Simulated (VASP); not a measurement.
Output of a VASP run:

File OUTCAR:
```
 ion  position               nearest neighbor table
   1  0.000  0.000  0.000-
  LATTYP: Found a face centered cubic cell.
 ALAT       =     5.4800000000
 Subroutine PRICEL returns:
 Original cell was already a primitive cell.
 Subroutine GETGRP returns: Found 48 space group operations
The static configuration has the point symmetry O_h .
The dynamic configuration has the point symmetry O_h .
 Subroutine INISYM returns: Found 48 space group operations
 Subroutine IBZKPT returns following result:
 Found     47 irreducible k-points:

 Following reciprocal coordinates:
            Coordinates               Weight
  0.000000  0.000000  0.000000      1.000000
  0.100000  0.000000  0.000000      8.000000
  0.200000  0.000000  0.000000      8.000000
  0.300000  0.000000  0.000000      8.000000
  0.400000  0.000000  0.000000      8.000000
  0.500000  0.000000  0.000000      4.000000
  0.100000  0.100000  0.000000      6.000000
  0.200000  0.100000  0.000000     24.000000
  0.300000  0.100000  0.000000     24.000000
  0.400000  0.100000  0.000000     24.000000
  0.500000  0.100000  0.000000     24.000000
 -0.400000  0.100000  0.000000     24.000000
 -0.300000  0.100000  0.000000     24.000000
 -0.200000  0.100000  0.000000     24.000000
 -0.100000  0.100000  0.000000     12.000000
  0.200000  0.200000  0.000000      6.000000
  0.300000  0.200000  0.000000     24.000000
  0.400000  0.200000  0.000000     24.000000
  0.500000  0.200000  0.000000     24.000000
 -0.400000  0.200000  0.000000     24.000000
 -0.300000  0.200000  0.000000     24.000000
 -0.200000  0.200000  0.000000     12.000000
  0.300000  0.300000  0.000000      6.000000
  0.400000  0.300000  0.000000     24.000000
  0.500000  0.300000  0.000000     24.000000
 -0.400000  0.300000  0.000000     24.000000
 -0.300000  0.300000  0.000000     12.000000
  0.400000  0.400000  0.000000      6.000000
  0.500000  0.400000  0.000000     24.000000
 -0.400000  0.400000  0.000000     12.000000
  0.500000  0.500000  0.000000      3.000000
  0.300000  0.200000  0.100000     24.000000
  0.400000  0.200000  0.100000     48.000000
  0.500000  0.200000  0.100000     48.000000
 -0.400000  0.200000  0.100000     24.000000
  0.400000  0.300000  0.100000     24.000000
  0.500000  0.300000  0.100000     48.000000
 -0.400000  0.300000  0.100000     48.000000
 -0.300000  0.300000  0.100000     48.000000
 -0.200000  0.300000  0.100000     24.000000
   k-points           NKPTS =     47   k-points in BZ     NKDIM =     47   number of bands    NBANDS=      8
   number of dos      NEDOS =    301   number of ions     NIONS =      1
   total plane-waves  NPLWV =  27000
   dimension x,y,z NGX =    30 NGY =   30 NGZ =   30
   dimension x,y,z NGXF=    60 NGYF=   60 NGZF=   60
   ions per type =               1
   PREC   = accura    normal or accurate (medium, high low for compatibility)
   ISTART =      0    job   : 0-new  1-cont  2-samecut
   ICHARG =      2    charge: 1-file 2-atom 10-const
   ISPIN  =      1    spin polarized calculation?
   LNONCOLLINEAR =      F non collinear calculations
   LSORBIT =      F    spin-orbit coupling
   INIWAV =      1    electr: 0-lowe 1-rand  2-diag
   ENCUT  =  520.0 eV  38.22 Ry    6.18 a.u.   7.20  7.20  7.20*2*pi/ulx,y,z
   NELM   =    100;   NELMIN=  2; NELMDL= -5     # of ELM steps
   EDIFF  = 0.1E-05   stopping-criterion for ELM
   LREAL  =      F    real-space projection
   NLSPLINE    = F    spline interpolate recip. space projectors
   LMAXMIX     =    6 max onsite mixed and CHGCAR
   VOSKOWN=      0    Vosko Wilk Nusair interpolation
   EDIFFG = -.1E-01   stopping-criterion for IOM
   NSW    =     60    number of steps for IOM
   NBLOCK =      1;   KBLOCK =     60    inner block; outer block
   IBRION =      2    ionic relax: 0-MD 1-quasi-New 2-CG
   NFREE  =      1    steps in history (QN), initial steepest desc. (CG)
...
```

**OSZICAR**
```
       N       E                     dE             d eps       ncg     rms          rms(c)
DAV:   1     0.260795195461E+01    0.26080E+01   -0.44196E+03   792   0.856E+02
DAV:   2    -0.168024119042E+01   -0.42882E+01   -0.42864E+01   904   0.507E+01
DAV:   3    -0.171414319032E+01   -0.33902E-01   -0.33797E-01  1080   0.521E+00
DAV:   4    -0.171423514157E+01   -0.91951E-04   -0.91951E-04   968   0.217E-01
DAV:   5    -0.171423542890E+01   -0.28732E-06   -0.28727E-06  1112   0.929E-03    0.747E+00
DAV:   6    -0.172135560901E+01   -0.71202E-02   -0.95449E-04   928   0.303E-01    0.448E+00
DAV:   7    -0.172559485829E+01   -0.42392E-02   -0.22185E-03   968   0.472E-01    0.413E-02
DAV:   8    -0.172558595569E+01    0.89026E-05   -0.58239E-05   872   0.754E-02    0.176E-02
DAV:   9    -0.172558705299E+01   -0.10973E-05   -0.70859E-06  1064   0.255E-02    0.328E-03
DAV:  10    -0.172558636112E+01    0.69187E-06   -0.21057E-06   800   0.114E-02
   1 F= -.17255864E+01 E0= -.17254027E+01  d E =-.172559E+01
       N       E                     dE             d eps       ncg     rms          rms(c)
DAV:   1    -0.184037263528E+01   -0.11479E+00   -0.17389E+00   752   0.110E+01    0.136E+00
DAV:   2    -0.177410899520E+01    0.66264E-01   -0.53878E-02   768   0.211E+00    0.787E-01
DAV:   3    -0.174343988024E+01    0.30669E-01   -0.74715E-02   840   0.226E+00    0.328E-01
DAV:   4    -0.174330627266E+01    0.13361E-03   -0.15121E-03   776   0.351E-01    0.681E-02
DAV:   5    -0.174324219046E+01    0.64082E-04   -0.17242E-04   928   0.104E-01    0.161E-02
DAV:   6    -0.174324340349E+01   -0.12130E-05   -0.31016E-06   808   0.176E-02    0.485E-03
DAV:   7    -0.174324358996E+01   -0.18647E-06   -0.26502E-07   448   0.434E-03
   2 F= -.17432436E+01 E0= -.17431559E+01  d E =-.176572E-01
       N       E                     dE             d eps       ncg     rms          rms(c)
DAV:   1    -0.180675391086E+01   -0.63511E-01   -0.10432E+00   752   0.860E+00    0.105E+00
DAV:   2    -0.176703281257E+01    0.39721E-01   -0.32228E-02   768   0.164E+00    0.612E-01
DAV:   3    -0.174874533631E+01    0.18287E-01   -0.45032E-02   848   0.176E+00    0.262E-01
DAV:   4    -0.174870690074E+01    0.38436E-04   -0.11889E-03   760   0.301E-01    0.370E-02
DAV:   5    -0.174862888648E+01    0.78014E-04   -0.20034E-04   912   0.117E-01    0.118E-02
DAV:   6    -0.174862968313E+01   -0.79665E-06   -0.36712E-06   840   0.191E-02
   3 F= -.17486297E+01 E0= -.17484273E+01  d E =-.230433E-01
       N       E                     dE             d eps       ncg     rms          rms(c)
DAV:   1    -0.175051908482E+01   -0.18902E-02   -0.31792E-02   752   0.151E+00    0.181E-01
DAV:   2    -0.174932806767E+01    0.11910E-02   -0.97085E-04   768   0.288E-01    0.106E-01
DAV:   3    -0.174877675729E+01    0.55131E-03   -0.13681E-03   856   0.305E-01    0.458E-02
DAV:   4    -0.174877706106E+01   -0.30377E-06   -0.33448E-05   760   0.513E-02    0.713E-03
DAV:   5    -0.174877506867E+01    0.19924E-05   -0.51592E-06   920   0.186E-02    0.209E-03
DAV:   6    -0.174877509622E+01   -0.27542E-07   -0.87151E-08   384   0.304E-03
   4 F= -.17487751E+01 E0= -.17485438E+01  d E =-.231887E-01
```

File OUTCAR:
```
------------------------ aborting loop because EDIFF is reached ----------------------------------------
  FORCE on cell =-STRESS in cart. coord.  units (eV):
  Direction    XX          YY          ZZ          XY          YZ          ZX
  --------------------------------------------------------------------------------------
  Total       -0.0026549     -0.0026549     -0.0026549      0.0000000      0.0000000     -0.0000000
  in kB       -0.1154683     -0.1154683     -0.1154683      0.0000000      0.0000000     -0.0000000
  external PRESSURE =      -0.1154683 kB  Pullay stress =       0.0000000 kB
  volume of cell :       36.84
      direct lattice vectors                 reciprocal lattice vectors
    -0.000000000  2.640933367  2.640933367    -0.189327003  0.189327003  0.189327003
     2.640933367 -0.000000000  2.640933367     0.189327003 -0.189327003  0.189327003
     2.640933367  2.640933367 -0.000000000     0.189327003  0.189327003 -0.189327003
 POSITION                                       TOTAL-FORCE (eV/Angst)
 -----------------------------------------------------------------------------------
      2.64093      5.28187      2.64093        -0.000000      0.000000     -0.000000
 -----------------------------------------------------------------------------------
    total drift:                               -0.000000     -0.000000      0.000000
  FREE ENERGIE OF THE ION-ELECTRON SYSTEM (eV)
  ---------------------------------------------------
  free  energy   TOTEN  =        -1.7487750962 eV

  energy  without entropy=       -1.7480811915  energy(sigma->0) =       -1.74854379

 reached required accuracy - stopping structural energy minimisation
```
(Selected blocks of OUTCAR.)

**POSCAR**
```
Yb
1
    0.0000000000     2.7400000000     2.7400000000
    2.7400000000     0.0000000000     2.7400000000
    2.7400000000     2.7400000000     0.0000000000
Yb
1
Direct
  0.0000000000   0.0000000000   0.0000000000
```

Question: Reconstruct the remaining input files.

Answer: Several could match; the one computed here: the input of the run itself, PBEsol GGA, plane waves, VASP's PBE PAW potentials (set 64).

**KPOINTS**
```
Automatic mesh
0
Gamma
  10 10 10
```

INCAR:
```
SYSTEM = Yb
PREC = Accurate
ENCUT = 520
EDIFF = 1E-6
NELM = 100
ALGO = Normal
LREAL = .FALSE.
LASPH = .TRUE.
ISMEAR = 1
SIGMA = 0.1
GGA = PS
LMAXMIX = 6
LWAVE = .FALSE.
LCHARG = .FALSE.
IBRION = 2
ISIF = 3
NSW = 60
EDIFFG = -0.01
```

POTCAR, in this order: Yb_2 (PBE.64 set). Program: vasp_std.

The 4f electrons are frozen in the core of the lanthanide potential, so 4f levels, which can set the real gap, and their magnetism are missing. Energy and stress use the plane-wave basis of the starting cell.

The compound is Yb in the fcc structure. This run relaxes it. Symmetry was kept, so distortions that lower it aren't found.
